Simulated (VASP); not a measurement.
Input:

```xyz
5
Lattice="-2.1679 2.1679 4.9928 2.1679 -2.1679 4.9928 2.1679 2.1679 -4.9928" Properties=species:S:1:pos:R:3 pbc="T T T"
La     0.0000     0.0000     0.0146
Si     2.1679     0.0000     2.3751
Si     0.0000     2.1679     2.3751
Si     0.0000     0.0000     5.8661
Ir     0.0000     0.0000     3.4538
```

Computed with PBEsol GGA, VASP's PBE PAW potentials (set 64) (plane waves; VASP 6.6.1). Settings: 300 eV cut-off, 9×9×9 Γ-centred mesh, Gaussian smearing of 0.10 eV, potentials La Si Ir.

Q: Give the energies of bands 6 to 19 at the high-symmetry points, in eV from the Fermi level.

A: 
```json
[
 {"band": "6", "Γ": "-6.64", "X": "-8.39", "P": "-8.21", "N": "-9.10", "M": "-8.18", "S": "-8.77", "R": "-8.25"},
 {"band": "7", "Γ": "-6.58", "X": "-8.01", "P": "-8.21", "N": "-6.19", "M": "-6.85", "S": "-6.56", "R": "-7.93"},
 {"band": "8", "Γ": "-5.03", "X": "-5.94", "P": "-6.30", "N": "-4.83", "M": "-4.63", "S": "-4.80", "R": "-5.53"},
 {"band": "9", "Γ": "-5.03", "X": "-4.78", "P": "-4.41", "N": "-4.30", "M": "-4.63", "S": "-4.20", "R": "-4.78"},
 {"band": "10", "Γ": "-4.08", "X": "-3.39", "P": "-3.39", "N": "-4.07", "M": "-4.54", "S": "-4.04", "R": "-3.70"},
 {"band": "11", "Γ": "-3.23", "X": "-3.14", "P": "-2.90", "N": "-3.95", "M": "-2.89", "S": "-3.98", "R": "-3.46"},
 {"band": "12", "Γ": "-2.97", "X": "-3.01", "P": "-2.90", "N": "-3.08", "M": "-2.42", "S": "-3.33", "R": "-3.13"},
 {"band": "13", "Γ": "-2.67", "X": "-2.71", "P": "-2.79", "N": "-2.69", "M": "-2.42", "S": "-2.48", "R": "-2.60"},
 {"band": "14", "Γ": "-1.57", "X": "-2.71", "P": "-2.42", "N": "-2.08", "M": "-2.18", "S": "-2.17", "R": "-2.27"},
 {"band": "15", "Γ": "-1.57", "X": "-2.08", "P": "-2.42", "N": "-1.37", "M": "-0.38", "S": "-1.40", "R": "-2.03"},
 {"band": "16", "Γ": "0.08", "X": "-1.79", "P": "-1.94", "N": "-0.56", "M": "0.71", "S": "-0.26", "R": "-1.51"},
 {"band": "17", "Γ": "0.08", "X": "1.83", "P": "1.32", "N": "0.05", "M": "0.71", "S": "0.67", "R": "1.58"},
 {"band": "18", "Γ": "1.13", "X": "2.00", "P": "2.12", "N": "1.52", "M": "1.36", "S": "1.74", "R": "2.04"},
 {"band": "19", "Γ": "1.77", "X": "2.23", "P": "2.12", "N": "1.98", "M": "1.46", "S": "2.09", "R": "2.12"}
]
```

It has no gap at this level: it comes out as a metal or semimetal.

The structure comes from a computed database's LaSi3Ir entry (I4mm); how it stands against other phases isn't given here. The cell was not relaxed at this level.
